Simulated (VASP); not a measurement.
Input:

```yaml
crystal:
  lattice:
    - [2.69008, 0.00000, 0.00000]
    - [-1.34504, 2.32968, 0.00000]
    - [0.00000, 0.00000, 4.24223]
  atoms:
    - { symbol: Ru, position: [0.33333, 0.66667, 0.25000] }
    - { symbol: Ru, position: [0.66667, 0.33333, 0.75000] }
```

All values below come from PBEsol GGA, VASP's PBE PAW potentials (set 64) (plane waves; VASP). Settings: 400 eV cut-off, Gaussian smearing of 0.050 eV, potentials Ru_pv.

Question: Give the energies of bands 7 to 17 at the high-symmetry points, in eV from the Fermi level.

Answer: 
```tsv
band	Γ	M	K	A	L	H
7	-8.20	-6.37	-5.80	-6.24	-6.26	-4.87
8	-6.42	-5.70	-4.47	-6.24	-6.26	-4.87
9	-2.71	-5.55	-4.47	-2.88	-4.68	-4.27
10	-2.71	-3.15	-3.92	-2.88	-4.68	-4.27
11	-2.48	-2.13	-2.94	-2.88	-1.11	-2.81
12	-1.99	-1.88	-2.94	-2.88	-1.11	-2.81
13	-1.99	-1.56	-1.11	-2.79	0.44	-1.24
14	-1.47	1.46	1.05	-2.79	0.44	-1.24
15	-1.47	1.90	1.05	0.57	1.73	1.26
16	1.22	2.01	1.53	0.57	1.73	1.26
17	1.22	4.16	7.12	0.57	3.44	8.58
```

It has no gap at this level: it comes out as a metal or semimetal.

The structure comes from a measured Ru entry (P6_3/mmc) of the Crystallography Open Database, whose conditions weren't checked. It was relaxed first.
